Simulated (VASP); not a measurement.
Here is the system:

```yaml
crystal:
  lattice:
    - [0.00000, 2.54580, 2.54580]
    - [2.54580, 0.00000, 2.54580]
    - [2.54580, 2.54580, 0.00000]
  atoms:
    - { symbol: Li, position: [0.00000, 0.00000, 0.00000] }
    - { symbol: Cl, position: [0.50000, 0.50000, 0.50000] }
```

All values below come from r2SCAN meta-GGA, VASP's PBE PAW potentials (set 64) (plane waves; VASP). Numerical set-up: 520 eV cut-off, 10×10×10 Γ-centred mesh, tetrahedra with Blöchl corrections, potentials Li_sv Cl.

Q: Predict the energy per atom (σ→0), band gap (over mesh and band path) with the smallest direct gap where there is one.

A: 
```
Item                                                    Value
---------------------------------------------  --------------
band gap (over mesh and band path)                    7.44 eV
smallest direct gap (over mesh and band path)         7.44 eV
energy per atom (σ→0)                          -6.294 eV/atom
```

The compound is LiCl in the rock salt structure. It was relaxed first.
